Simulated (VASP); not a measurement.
Output of a VASP run:

OSZICAR:
```
       N       E                     dE             d eps       ncg     rms          rms(c)
DAV:   1     0.742181971334E+02    0.74218E+02   -0.89919E+03  3744   0.138E+03
DAV:   2    -0.348442915055E+02   -0.10906E+03   -0.99157E+02  5408   0.294E+02
DAV:   3    -0.399648277875E+02   -0.51205E+01   -0.50854E+01  4776   0.671E+01
DAV:   4    -0.400225380063E+02   -0.57710E-01   -0.57655E-01  4612   0.752E+00
DAV:   5    -0.400234140069E+02   -0.87600E-03   -0.87588E-03  4780   0.922E-01    0.110E+01
DAV:   6    -0.369524591148E+02    0.30710E+01   -0.75547E+00  4384   0.235E+01    0.501E+00
DAV:   7    -0.366538559816E+02    0.29860E+00   -0.45731E-01  4744   0.628E+00    0.306E+00
DAV:   8    -0.365660005983E+02    0.87855E-01   -0.28078E-01  4568   0.411E+00    0.419E-01
DAV:   9    -0.365626305605E+02    0.33700E-02   -0.12865E-02  4504   0.104E+00    0.172E-01
DAV:  10    -0.365633476328E+02   -0.71707E-03   -0.10192E-03  4604   0.274E-01    0.364E-02
DAV:  11    -0.365634319646E+02   -0.84332E-04   -0.11308E-04  4776   0.992E-02    0.202E-02
DAV:  12    -0.365634396318E+02   -0.76673E-05   -0.32388E-05  4432   0.490E-02    0.249E-03
DAV:  13    -0.365634398127E+02   -0.18082E-06   -0.98998E-07  4792   0.886E-03    0.120E-03
DAV:  14    -0.365634398423E+02   -0.29630E-07   -0.12313E-07  3676   0.309E-03
   1 F= -.36563440E+02 E0= -.36563440E+02  d E =-.188622E-10
```

OUTCAR:
```
------------------------ aborting loop because EDIFF is reached ----------------------------------------
  FORCE on cell =-STRESS in cart. coord.  units (eV):
  Direction    XX          YY          ZZ          XY          YZ          ZX
  --------------------------------------------------------------------------------------
  Total        0.0289959      0.0075079      0.0293840      0.3245025      0.0000000      0.0000000
  in kB        1.2526513      0.3243483      1.2694152     14.0188114      0.0000000      0.0000000
  external PRESSURE =       0.9488049 kB  Pullay stress =       0.0000000 kB
  volume of cell :       37.09
      direct lattice vectors                 reciprocal lattice vectors
     1.252690482 -2.169723951  0.000000000     0.399140895 -0.230444062  0.000000000
     1.252690482  2.169723951  0.000000000     0.399140895  0.230444062  0.000000000
     0.000000000  0.000000000  6.822432428     0.000000000  0.000000000  0.146575288
 POSITION                                       TOTAL-FORCE (eV/Angst)
 -----------------------------------------------------------------------------------
      1.27769      0.72324      1.70561        -1.037202     -0.040353      0.000000
      1.25269     -0.72324      5.11682        -0.000108      0.000122      0.000000
      1.25269     -0.72324      1.70561         1.036817      0.040401      0.000000
      1.25269      0.72324      5.11682         0.000492     -0.000170      0.000000
 -----------------------------------------------------------------------------------
    total drift:                               -0.000008     -0.000004     -0.000000
  FREE ENERGIE OF THE ION-ELECTRON SYSTEM (eV)
  ---------------------------------------------------
  free  energy   TOTEN  =       -36.5634398423 eV

  energy  without entropy=      -36.5634398423  energy(sigma->0) =      -36.56343984
```
(Selected blocks of OUTCAR.)

**POSCAR**
```
BN
1
    1.2526904821    -2.1697239507     0.0000000000
    1.2526904821     2.1697239507     0.0000000000
    0.0000000000     0.0000000000     6.8224324282
B N
2 2
Direct
  0.3433115224   0.6766455224   0.2500000000
  0.6666670000   0.3333330000   0.7500000000
  0.6666670000   0.3333330000   0.2500000000
  0.3333330000   0.6666670000   0.7500000000
```

Write an INCAR and KPOINTS that could have produced this output.

One answer among several that fit: the input of the run itself, PBEsol GGA, plane waves, VASP's PBE PAW potentials (set 64).

INCAR:
```
! general
SYSTEM = BN
PREC   = Accurate
ENCUT  = 600
LREAL  = F
LASPH  = T

! electronic loop
EDIFF  = 1E-7
NELM   = 100
ALGO   = Normal

! smearing
ISMEAR = 0
SIGMA  = 0.05

! functional
GGA    = PS

! ions
ISIF   = 2

! output
LWAVE  = F
LCHARG = F
```

**KPOINTS**
```
Automatic mesh
0
Gamma
10 10 4
0 0 0
```

POTCAR, in this order: B N (PBE.64 set). Program: vasp_std.

Without a dispersion term in the relaxation, distances and binding between the weakly bound layers, chains or molecules are unreliable, and so is what depends on them.

The compound is BN in the hex structure. This cell was strained or had an atom moved on purpose.
